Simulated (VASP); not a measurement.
Crystal: P2S.

```
CELL_PARAMETERS angstrom
3.45160 0.00000 0.00000
0.00000 3.45160 0.00000
0.00000 0.00000 8.60803
ATOMIC_POSITIONS crystal
P 0.00000 0.50000 0.29739
P 0.00000 0.50000 0.79739
P 0.50000 0.00000 0.70261
P 0.50000 0.00000 0.20261
S 0.00000 0.00000 0.00000
S 0.50000 0.50000 0.50000
```

The cell was built by a generator and needn't be a form met in nature.

The cell isn't the ideal one: species swapped into the ZrO2 type (P4_2/nmc, No. 137).

| Quantity | Value |
| --- | --- |
| Program | VASP 6.6.1 |
| Task | relaxation of cell and atoms |
| Functional | PBE |
| Potentials or basis | VASP PAW PBE potentials, release 64 (P, S) |
| Cutoff | 600 eV |
| k mesh | 6 × 6 × 2 |
| Occupations | gaussian, width 0.1 eV |
| Spin | no spin polarisation |

At the start: pressure -0.6 GPa; volume 17.09 Å³/atom.

Task: How do energy, volume and symmetry change on relaxing?

Result: Over 5 steps the energy falls by 13.4 meV/atom and the volume is 16.94 Å³/atom (-0.9 %); space group P4_2/nmc (No. 137, to 0.05 Å).

Step by step:
```tsv
step	energy change (eV)	largest force (eV/Å)	pressure (GPa)	volume (Å³)
1	0.0000	0.0186	-0.56	102.55
2	-0.0696	0.0200	-0.06	101.62
3	-0.0800	0.0220	0.32	101.09
4	-0.0800	0.0217	0.34	101.06
5	-0.0805	0.0066	-0.12	101.63
```

Final structure:
```
P S
1.0
     3.37892    0.00000    0.00000
     0.00000    3.37892    0.00000
     0.00000    0.00000    8.90165
P S
4 2
Direct
  0.00000 0.50000 0.29743
  0.00000 0.50000 0.79743
  0.50000 0.00000 0.70257
  0.50000 0.00000 0.20257
  0.00000 0.00000 0.00000
  0.50000 0.50000 0.50000
```

Caveat: the k mesh is coarse (spacing up to 0.36 Å⁻¹), so the values aren't converged.
